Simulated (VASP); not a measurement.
A VASP calculation is set up with these files.

### POSCAR
```
PdSb
1
    0.0000000000     2.9546184037     2.9546184037
    2.9546184037    -0.0000000000     2.9546184037
    2.9546184037     2.9546184037    -0.0000000000
Pd Sb
1 1
Direct
  0.0000000000   0.0000000000   0.0000000000
  0.2500000000   0.2500000000   0.2500000000
```

### KPOINTS
```
Automatic mesh
0
Gamma
12 12 12
0 0 0
```

**INCAR**
```
ISMEAR=-5   ! tetrahedra, Bloechl
LMAXMIX=4   ! l cut-off of mixed one-centre charges
PREC=Accurate
LCHARG=.True.
ISIF=2   ! forces and stress, cell fixed
LORBIT=11   ! lm-projected
LREAL=.False.
GGA=PS   ! PBEsol
NELM=100
ALGO=Normal   ! blocked Davidson
EDIFF=1E-7   ! SCF stop (eV)
LWAVE=.False.
LASPH=.True.   ! aspherical one-centre terms
ENCUT=400
SYSTEM=PdSb
NEDOS=601
```

POTCAR, in this order: Pd Sb (PBE.64 set). Program: vasp_std.

Question: Translate this PBEsol calculation to Quantum ESPRESSO's pw.x.

Answer: One equivalent input (not run):
```
&CONTROL
  calculation = 'scf'
  pseudo_dir = './pseudo'
  outdir = './out'
  tprnfor = .true.
  tstress = .true.
/
&SYSTEM
  ibrav = 0
  nat = 2
  ntyp = 2
  ecutwfc = 82
  occupations = 'tetrahedra'
  input_dft = 'pbesol'
/
&ELECTRONS
  conv_thr = 7.3e-09
  electron_maxstep = 100
/
ATOMIC_SPECIES
  Pd 106.420 Pd.upf
  Sb 121.760 Sb.upf
CELL_PARAMETERS angstrom
     0.0000000    2.9546184    2.9546184
     2.9546184   -0.0000000    2.9546184
     2.9546184    2.9546184   -0.0000000
ATOMIC_POSITIONS crystal
  Pd   0.0000000  0.0000000  0.0000000
  Sb   0.2500000  0.2500000  0.2500000
K_POINTS automatic
  12 12 12 0 0 0
```
The two are equivalent in intent, not identical: the potentials are each code's own (VASP's PAW set, PseudoDojo norm-conserving files in pw.x), so ENCUT and ecutwfc are chosen apart and not converted; conv_thr bounds pw.x's estimated SCF error, while EDIFF bounds the energy change between steps.

The structure was generated: PdSb was put into the zinc blende type (F-43m), which need not be its known phase. It was relaxed first, which changed the volume by -22 %.
